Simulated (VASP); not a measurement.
# Ca2ZrN2 (P-3m1) in VASP: a series of runs

One crystal, Ca2ZrN2, is run at these levels: PBE, r2SCAN; tasks: relaxation of cell and atoms, single point.

All numbers are computed with VASP 6.6.1; they aren't measurements. Logs are shortened: lines on timing, memory, paths and dates and some standing lists are left out, and cuts for length are marked.

## Step 1: The structure

The structure is trigonal, space group P-3m1 (No. 164). Conventional cell: a = 3.371 Å, b = 3.371 Å, c = 8.846 Å, α = 90.00°, β = 90.00°, γ = 120.00°. Ca (site symmetry 3m) has 3 N at 2.43 Å as nearest neighbours. Around Zr (site symmetry -3m) lie 6 N at 2.31 Å. N (site symmetry 3m) is surrounded by 3 Zr at 2.31 Å and 3 Ca at 2.43 Å.

The cell was built by a generator and needn't be a form met in nature.

## Step 2: Relaxation of cell and atoms, PBE

Input file INCAR:

```
PREC = Accurate ; ENCUT = 520
EDIFF = 1E-6 ; ISMEAR = 0
SIGMA = 0.1 ; LREAL = False
LASPH = True ; NELM = 120
ALGO = Normal ; ISIF = 3
LWAVE = False ; LCHARG = False
GGA = PE ; IBRION = 2
NSW = 90 ; EDIFFG = -0.01
KPAR = 4
```

Input file KPOINTS:

```
regular mesh
0
Gamma
  10 10 4
```

Input file POSCAR:

```
Ca2ZrN2
1.0
    3.3707140800      0.0000000000      0.0000000000
   -1.6853570400      2.9191240200      0.0000000000
    0.0000000000      0.0000000000      8.8460000000
Ca Zr N
2 1 2
Direct
    0.3333333300      0.6666666700      0.3060140200
    0.6666666700      0.3333333300      0.6939859800
    0.0000000000      0.0000000000      0.0000000000
    0.6666666700      0.3333333300      0.1411937600
    0.3333333300      0.6666666700      0.8588062400
```

Potentials or basis: VASP PAW PBE potentials, release 64 (Ca_sv, Zr_sv, N).

Launch:

```console
cat potpaw_PBE.64/Ca_sv/POTCAR potpaw_PBE.64/Zr_sv/POTCAR potpaw_PBE.64/N/POTCAR > POTCAR
mpirun -np 4 vasp_std > vasp.out
```

OUTCAR:

```text
PREC = Accurate
   ENCUT = 520
   EDIFF = 1E-6
   ISMEAR = 0
   LREAL = False
   LASPH = True
   NELM = 120
   ISIF = 3
   GGA = PE
   IBRION = 2
   NSW = 90
   EDIFFG = -0.01

 ion  position               nearest neighbor table
   1  0.333  0.667  0.306-   4 2.43   4 2.43   4 2.43   3 3.33   3 3.33   3 3.33
   2  0.667  0.333  0.694-   5 2.43   5 2.43   5 2.43   3 3.33   3 3.33   3 3.33
   3  0.000  0.000  0.000-   4 2.31   5 2.31   5 2.31   4 2.31   4 2.31   5 2.31   1 3.33   2 3.33
                             1 3.33   2 3.33   1 3.33   2 3.33
   4  0.667  0.333  0.141-   3 2.31   3 2.31   3 2.31   1 2.43   1 2.43   1 2.43
   5  0.333  0.667  0.859-   3 2.31   3 2.31   3 2.31   2 2.43   2 2.43   2 2.43

  LATTYP: Found a hexagonal cell.
 ALAT       =     3.3707140800
 C/A-ratio  =     2.6243697300

  Lattice vectors:

 A1 = (   3.3707140800,   0.0000000000,   0.0000000000)
 A2 = (  -1.6853570400,   2.9191240200,   0.0000000000)
 A3 = (   0.0000000000,   0.0000000000,   8.8460000000)

Analysis of symmetry for initial positions (statically):
=====================================================================
 Subroutine PRICEL returns:
 Original cell was already a primitive cell.

 Routine SETGRP: Setting up the symmetry group for a
 hexagonal supercell.

 Subroutine GETGRP returns: Found 12 space group operations
 (whereof 12 operations were pure point group operations)
 out of a pool of 24 trial point group operations.

The static configuration has the point symmetry D_3d.

Analysis of symmetry for dynamics (positions and initial velocities):
=====================================================================
 Subroutine PRICEL returns:
 Original cell was already a primitive cell.

 Routine SETGRP: Setting up the symmetry group for a
 hexagonal supercell.

 Subroutine GETGRP returns: Found 12 space group operations
 (whereof 12 operations were pure point group operations)
 out of a pool of 24 trial point group operations.

The dynamic configuration has the point symmetry D_3d.

 Subroutine INISYM returns: Found 12 space group operations
 (whereof 12 operations are pure point group operations),
 and found     1 'primitive' translations

----------------------------------------------------------------------------------------

                                     Primitive cell

  volume of cell :      87.0405

  direct lattice vectors                    reciprocal lattice vectors
     3.370714080  0.000000000  0.000000000     0.296673042  0.171284261  0.000000000
    -1.685357040  2.919124020  0.000000000     0.000000000  0.342568522  0.000000000
     0.000000000  0.000000000  8.846000000     0.000000000  0.000000000  0.113045444

  length of vectors
     3.370714080  3.370714078  8.846000000     0.342568521  0.342568522  0.113045444

  position of ions in fractional coordinates (direct lattice)
     0.333333330  0.666666670  0.306014020
     0.666666670  0.333333330  0.693985980
     0.000000000  0.000000000  0.000000000
     0.666666670  0.333333330  0.141193760
     0.333333330  0.666666670  0.858806240

  ion indices of the primitive-cell ions
   primitive index   ion index
                 1           1
                 2           2
                 3           3
                 4           4
                 5           5

----------------------------------------------------------------------------------------

 KPOINTS: regular mesh

Automatic generation of k-mesh.
 Grid dimensions read from file:
 generate k-points for:   10   10    4

 Generating k-lattice:

  Cartesian coordinates                     Fractional coordinates (reciprocal lattice)
     0.029667304  0.017128426  0.000000000     0.100000000  0.000000000  0.000000000
     0.000000000  0.034256852  0.000000000     0.000000000  0.100000000  0.000000000
     0.000000000  0.000000000  0.028261361     0.000000000  0.000000000  0.250000000

  Length of vectors
     0.034256852  0.034256852  0.028261361

  Shift w.r.t. Gamma in fractional coordinates (k-lattice)
     0.000000000  0.000000000  0.000000000

 Subroutine IBZKPT returns following result:
 ===========================================

 Found     50 irreducible k-points:

 Following reciprocal coordinates:
            Coordinates               Weight
  0.000000  0.000000  0.000000      1.000000
  0.100000 -0.000000  0.000000      6.000000
  0.200000 -0.000000  0.000000      6.000000
  0.300000 -0.000000  0.000000      6.000000
  0.400000 -0.000000  0.000000      6.000000
  0.500000  0.000000  0.000000      3.000000
[... 16 lines left out ...]
  0.000000  0.400000  0.250000      6.000000
  0.500000  0.000000  0.250000      6.000000
 [... further k-points ...]
   k-points           NKPTS =     50   k-points in BZ     NKDIM =     50   number of bands    NBANDS=     25
   number of dos      NEDOS =    301   number of ions     NIONS =      5
   total plane-waves  NPLWV =  54880
   dimension x,y,z NGX =    28 NGY =   28 NGZ =   70
[... 60 lines left out ...]
  ext. energy  EPLUGINS =         0.00000000
  ---------------------------------------------------
  free energy    TOTEN  =       -34.99138917 eV

  energy without entropy =      -34.98401975  energy(sigma->0) =      -34.98770446

------------------------ aborting loop because EDIFF is reached ----------------------------------------

  FORCE on cell =-STRESS in cart. coord.  units (eV):
  Direction    XX          YY          ZZ          XY          YZ          ZX
  --------------------------------------------------------------------------------------
  -------------------------------------------------------------------------------------
  Total       -0.2140931     -0.2140931      0.1298715      0.0000000      0.0000000      0.0000000
  in kB       -3.9408675     -3.9408675      2.3905781      0.0000000      0.0000000      0.0000000
  external PRESSURE =      -1.8303856 kB  Pullay stress =       0.0000000 kB

 VOLUME and BASIS-vectors are now :
 -----------------------------------------------------------------------------
  energy-cutoff  :      520.00
  volume of cell :       87.04
      direct lattice vectors                 reciprocal lattice vectors
     3.370714080  0.000000000  0.000000000     0.296673042  0.171284261  0.000000000
    -1.685357040  2.919124020  0.000000000     0.000000000  0.342568522  0.000000000
     0.000000000  0.000000000  8.846000000     0.000000000  0.000000000  0.113045444
[... 235 lines left out ...]
 POSITION                                       TOTAL-FORCE (eV/Angst)
 -----------------------------------------------------------------------------------
     -0.00000      1.94372      2.70011         0.000000     -0.000000      0.007085
      1.68331      0.97186      6.19898        -0.000000      0.000000     -0.007085
      0.00000      0.00000      0.00000        -0.000000     -0.000000     -0.000000
      1.68331      0.97186      1.25155        -0.000000      0.000000     -0.017935
     -0.00000      1.94372      7.64754         0.000000     -0.000000      0.017935
 -----------------------------------------------------------------------------------
    total drift:                                0.000000      0.000000      0.000000

  FREE ENERGIE OF THE ION-ELECTRON SYSTEM (eV)
  ---------------------------------------------------
  free  energy   TOTEN  =       -34.9943470300 eV

  energy  without entropy=      -34.9857530319  energy(sigma->0) =      -34.99005003

--------------------------------------- Ionic step        8  -------------------------------------------

 number of electron      41.9999999 magnetization

 Free energy of the ion-electron system (eV)
  ---------------------------------------------------
  ext. energy  EPLUGINS =         0.00000000
  ---------------------------------------------------
  free energy    TOTEN  =       -34.99437906 eV

  energy without entropy =      -34.98584723  energy(sigma->0) =      -34.99011315

 E-fermi :   5.8943     XC(G=0): -10.1979

 val. band max:        5.8857543381   @ k =   0.3000  -0.0000   0.2500
 cond. band min:       5.8968150876   @ k =   0.3000  -0.0000   0.5000
 fundamental gap:      0.0110607495
 Fermi energy:         5.8943475825

 k-point     1 :       0.0000    0.0000    0.0000
  band No.  band energies     occupation
      1     -43.4337      2.00000
      2     -34.8265      2.00000
      3     -34.8215      2.00000
      4     -21.6149      2.00000
      5     -21.2198      2.00000
      6     -21.2198      2.00000
[... 17 lines left out ...]
     24       7.5621      0.00000
     25       7.5926      0.00000
[... 621 lines left out ...]
      3     -34.7541      2.00000
      4     -21.8223      2.00000
      5     -21.4670      2.00000
      6     -21.3463      2.00000
[... 17 lines left out ...]
     24       7.7081      0.00000
     25       8.9845      0.00000

 [... further k-points ...]
[... 5 lines left out ...]
  --------------------------------------------------------------------------------------
  -------------------------------------------------------------------------------------
  Total       -0.0021969     -0.0021969      0.0113930     -0.0000000      0.0000000      0.0000000
  in kB       -0.0402882     -0.0402882      0.2089293     -0.0000000      0.0000000      0.0000000
  external PRESSURE =       0.0427843 kB  Pullay stress =       0.0000000 kB

 VOLUME and BASIS-vectors are now :
 -----------------------------------------------------------------------------
  energy-cutoff  :      520.00
  volume of cell :       87.37
      direct lattice vectors                 reciprocal lattice vectors
     3.366524124  0.000000000 -0.000000000     0.297042280  0.171497440 -0.000000000
    -1.683262062  2.915495412  0.000000000    -0.000000000  0.342994880  0.000000000
     0.000000000  0.000000000  8.901311439     0.000000000 -0.000000000  0.112342997

 POSITION                                       TOTAL-FORCE (eV/Angst)
 -----------------------------------------------------------------------------------
     -0.00000      1.94366      2.70079         0.000000      0.000000      0.002172
      1.68326      0.97183      6.20052        -0.000000     -0.000000     -0.002172
      3.36652      0.00000      0.00000        -0.000000     -0.000000      0.000000
      1.68326      0.97183      1.25075        -0.000000      0.000000     -0.006128
     -0.00000      1.94366      7.65056         0.000000     -0.000000      0.006128
 -----------------------------------------------------------------------------------
    total drift:                                0.000000      0.000000     -0.000000

  FREE ENERGIE OF THE ION-ELECTRON SYSTEM (eV)
  ---------------------------------------------------
  free  energy   TOTEN  =       -34.9943790647 eV

  energy  without entropy=      -34.9858472268  energy(sigma->0) =      -34.99011315

 reached required accuracy - stopping structural energy minimisation
```

Run time: 2.6 min. Hardware: 4 MPI ranks of Intel Xeon Platinum 8259CL at 2.50GHz (Skylake/Cascade Lake), shared host; peak memory 0.3 GiB.

Results:

| Property | Result |
| --- | --- |
| Free energy | -34.9944 eV |
| Relaxed volume | 17.47 Å³/atom |
| Relaxed cell | a = 3.367 Å, b = 3.367 Å, c = 8.901 Å, α = 90.00°, β = 90.00°, γ = 120.00° |
| Space group after relaxing (to 0.05 Å) | P-3m1 (No. 164) |
| Energy gained by relaxing | 0.6 meV/atom |
| Ionic steps | 8 |
| Pressure after relaxing | 0.0 GPa |
| Largest force after relaxing | 0.006 eV/Å |
| Band gap on the k mesh | none (metal or under the smearing width) |

Forces on the atoms (eV/Å):
```
Ca   0.000  0.000  0.002
Ca   0.000  0.000 -0.002
Zr   0.000  0.000  0.000
N    0.000  0.000 -0.006
N    0.000  0.000  0.006
```

Step by step:
```tsv
step	energy change (eV)	largest force (eV/Å)	pressure (GPa)	volume (Å³)
1	0.0000	0.0992	-0.18	87.04
2	-0.0012	0.0639	0.25	86.79
3	-0.0013	0.0550	0.37	86.72
4	-0.0022	0.0472	0.14	87.00
5	-0.0025	0.0445	-0.07	87.25
6	-0.0029	0.0244	-0.01	87.33
7	-0.0030	0.0179	0.01	87.35
8	-0.0030	0.0061	0.00	87.37
```

Final structure:
```
Ca Zr N
1.0
     3.36652    0.00000    0.00000
    -1.68326    2.91550    0.00000
     0.00000    0.00000    8.90131
Ca Zr N
2 1 2
Direct
  0.33333 0.66667 0.30342
  0.66667 0.33333 0.69658
  0.00000 0.00000 0.00000
  0.66667 0.33333 0.14051
  0.33333 0.66667 0.85949
```

## Step 3: Relaxation of cell and atoms, PBE

This run uses another cell than the first one, of 17.47 Å³/atom, 1.004 times its volume.

Input file INCAR:

```
PREC = Accurate ; ENCUT = 520
EDIFF = 1E-7 ; ISMEAR = 0
SIGMA = 0.1 ; LREAL = False
LASPH = True ; NELM = 120
ALGO = Normal ; ISIF = 3
LWAVE = False ; LCHARG = False
GGA = PE ; IBRION = 2
NSW = 60 ; EDIFFG = -0.005
POTIM = 0.3 ; KPAR = 4
```

KPOINTS is that of step 2.

Input file POSCAR:

```
Ca2ZrN2                                 
1.0
    3.3665241243      0.0000000000     -0.0000000000
   -1.6832620621      2.9154954119      0.0000000000
    0.0000000000      0.0000000000      8.9013114385
  Ca              Zr              N             
     2     1     2
Direct
     0.3333333300000021    0.6666666699999979    0.3034150611195430
     0.6666666699999979    0.3333333300000021    0.6965849388804570
     1.0000000000000000    0.0000000000000000    0.0000000000000000
     0.6666666699999979    0.3333333300000021    0.1405132885954730
     0.3333333300000021    0.6666666699999979    0.8594867114045269
```

Potentials or basis: VASP PAW PBE potentials, release 64 (Ca_sv, Zr_sv, N).

Launch:

```console
cat potpaw_PBE.64/Ca_sv/POTCAR potpaw_PBE.64/Zr_sv/POTCAR potpaw_PBE.64/N/POTCAR > POTCAR
mpirun -np 4 vasp_std > vasp.out
```

It took 46 s on 4 MPI ranks of Intel Xeon Platinum 8259CL at 2.50GHz (Skylake/Cascade Lake), shared host; peak memory 0.29 GiB.

The run converged. Its results:

| Item | Value |
| --- | --- |
| Free energy | -34.9946 eV |
| Energy gained by relaxing | 0.0 meV/atom |
| Ionic steps | 2 |
| Pressure after relaxing | 0.0 GPa |
| Largest force after relaxing | 0.004 eV/Å |
| Band gap on the k mesh | none (metal or under the smearing width) |

Forces in eV/Å, atoms in the order of the input:
```
Ca   0.000  0.000  0.001
Ca   0.000  0.000 -0.001
Zr   0.000  0.000  0.000
N    0.000  0.000 -0.004
N    0.000  0.000  0.004
```

Final structure:
```
Ca Zr N
1.0
     3.36647    0.00000    0.00000
    -1.68324    2.91545    0.00000
     0.00000    0.00000    8.90193
Ca Zr N
2 1 2
Direct
  0.33333 0.66667 0.30342
  0.66667 0.33333 0.69658
  0.00000 0.00000 0.00000
  0.66667 0.33333 0.14049
  0.33333 0.66667 0.85951
```

Levels at points of the mesh, in eV from the Fermi level:
| k point | band 17 | band 18 | band 19 | band 20 | band 21 | band 22 | band 23 | band 24 | band 25 |
| --- | --- | --- | --- | --- | --- | --- | --- | --- | --- |
| (0.00, 0.00, 0.00) | -3.96 | -3.09 | -2.20 | -1.88 | -1.88 | 1.32 | 1.32 | 1.67 | 1.70 |
| (0.50, 0.00, 0.00) | -3.73 | -3.71 | -2.80 | -2.34 | -0.73 | 0.34 | 1.09 | 1.99 | 3.11 |
| (0.00, 0.00, 0.50) | -3.96 | -3.69 | -1.88 | -1.88 | -1.28 | 0.73 | 1.33 | 1.33 | 2.07 |
| (0.50, 0.00, 0.50) | -3.70 | -3.70 | -2.77 | -2.33 | -0.76 | 0.35 | 1.28 | 1.58 | 3.06 |

## Step 4: Single point, r2SCAN

This run uses another cell than the first one, of 17.47 Å³/atom, 1.004 times its volume.

Input file INCAR:

```
SYSTEM = Ca2ZrN2
ALGO = Normal ; EDIFF = 1E-6
ENCUT = 520 ; ISIF = 2
ISMEAR = 0 ; KPAR = 4
LASPH = .True. ; LCHARG = .False.
LMIXTAU = .True. ; LREAL = .False.
LWAVE = .False. ; METAGGA = R2SCAN
NELM = 150 ; PREC = Accurate
SIGMA = 0.1
```

Input file KPOINTS:

```
k-points
0
Gamma
  10 10 4
  0 0 0
```

Input file POSCAR:

```
Ca2ZrN2                                 
1.0
    3.3664716432     -0.0000000000     -0.0000000000
   -1.6832358216      2.9154499619      0.0000000000
    0.0000000000      0.0000000000      8.9019324815
  Ca              Zr              N             
     2     1     2
Direct
     0.3333333300000021    0.6666666699999979    0.3034229557882616
     0.6666666699999979    0.3333333300000021    0.6965770442117384
     0.0000000000000000    0.0000000000000000    0.0000000000000000
     0.6666666699999979    0.3333333300000021    0.1404932131434904
     0.3333333300000021    0.6666666699999979    0.8595067868565096
```

Launch:

```console
cat potpaw_PBE.64/Ca_sv/POTCAR potpaw_PBE.64/Zr_sv/POTCAR potpaw_PBE.64/N/POTCAR > POTCAR
mpirun -np 4 vasp_std > vasp.out
```

Run time: 2.8 min. Hardware: 4 MPI ranks of Intel Xeon Platinum 8259CL at 2.50GHz (Skylake/Cascade Lake), shared host; peak memory 0.31 GiB.

The run converged. Its results:

```
Free energy            : -61.9653 eV
Pressure               : -0.6 GPa
Largest force          : 0.150 eV/Å
Band gap on the k mesh : none (metal or under the smearing width)
```

Forces in eV/Å, atoms in the order of the input:
```
Ca   0.000  0.000  0.040
Ca   0.000  0.000 -0.040
Zr   0.000  0.000  0.000
N    0.000  0.000 -0.150
N    0.000  0.000  0.150
```

Stress tensor (GPa, compression positive):
```
-0.67  0.00  0.00
 0.00 -0.67  0.00
 0.00  0.00 -0.41
```

Levels at points of the mesh, in eV from the Fermi level:
```tsv
k point	band 17	band 18	band 19	band 20	band 21	band 22	band 23	band 24	band 25
(0.00, 0.00, 0.00)	-4.36	-3.35	-2.43	-2.22	-2.22	1.37	1.37	1.76	1.82
(0.50, 0.00, 0.00)	-4.09	-4.07	-3.13	-2.69	-0.71	0.30	1.10	2.15	3.27
(0.00, 0.00, 0.50)	-4.36	-3.96	-2.21	-2.21	-1.55	0.87	1.38	1.38	2.20
(0.50, 0.00, 0.50)	-4.07	-4.06	-3.09	-2.68	-0.73	0.30	1.31	1.72	3.23
```

Caveat: the PAW data sets were made with another functional, which shifts forces and pressure a little.
